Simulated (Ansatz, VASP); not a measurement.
Two plane-wave programs on CsLi2

The input INCAR:

```
PREC = Accurate
ENCUT = 600
EDIFF = 1E-6
ISMEAR = -1
SIGMA = 0.05
LREAL = False
LASPH = True
NELM = 80
ALGO = Fast
ISIF = 3
LWAVE = False
LCHARG = False
GGA = PE
IBRION = 2
NSW = 60
EDIFFG = -0.02
```

KPOINTS

```
Automatic mesh
0
Gamma
  8 8 3
```

Contents of POSCAR:

```
CsLi2
1.0
    3.9663300000      0.0000000000      0.0000000000
   -1.9831700000      3.4349500000      0.0000000000
    0.0000000000      0.0000000000     10.0283800000
Cs Li
1 2
Direct
    0.0000000000      0.0000000000      0.0000000000
    0.3333300000      0.6666700000      0.3486300000
    0.3333300000      0.6666700000      0.6513700000
```

input.yaml

```yaml
crystal:
  lattice:
    - [3.96633, 0.0, 0.0]
    - [-1.98317, 3.43495, 0.0]
    - [0.0, 0.0, 10.02838]
  atoms:
    - { symbol: Cs, position: [0.0, 0.0, 0.0] }
    - { symbol: Li, position: [0.33333, 0.66667, 0.34863] }
    - { symbol: Li, position: [0.33333, 0.66667, 0.65137] }
hamiltonian:
  xc: pbe
  pseudopotentials: { kind: paw }
kpoints:
  mp_grid: { grid: [8, 8, 3] }
scf:
  occupations: { method: fermi_dirac, width: 0.05 }
output:
  forces: true
  stress: true
  eigenvalues: true
  write_density: true
  write_potential: true
  elf: true
  volumetric_format: npy
relax:
  f_tol: 0.01
  max_steps: 40
  cell: { stress_tol: 0.05 }
```

The cell was built by a generator and needn't be a form met in nature.

Alike in both runs: task relaxation of cell and atoms; functional PBE; k mesh 8 × 8 × 3; occupations fermi-dirac, width 0.05 eV; no spin polarisation.

|  | VASP | Ansatz |
| --- | --- | --- |
| version | VASP 6.6.1 | Ansatz 0.2.0 |
| potentials or method | VASP PAW PBE potentials, release 64 (Cs_sv, Li_sv) | Ansatz PAW |
| plane-wave cutoff (eV) | 600 | 420 |
| valence electrons in the cell | 15 | 15 |

```csv
,VASP,Ansatz,Ansatz less VASP
"gap on the k mesh at the Fermi level, each at its own relaxed structure (eV)",none,none,-
relaxed volume (Å³/atom),45.16,45.48,+0.317
relaxed cell length with the largest relative difference (Å),3.969,3.981,+0.0119
```

A gap of «none» marks a metal or a gap that the smearing closes.

Caveats: the cutoff is under 1.25 times the usual one of these potentials, so pressure, stress and relaxed cells hold a basis-set (Pulay) error (VASP); the plane-wave basis is chosen anew once the cell has moved, so the energies of steps on either side of that aren't comparable (Ansatz). Spin-orbit coupling is left out, which matters for the levels of Cs.
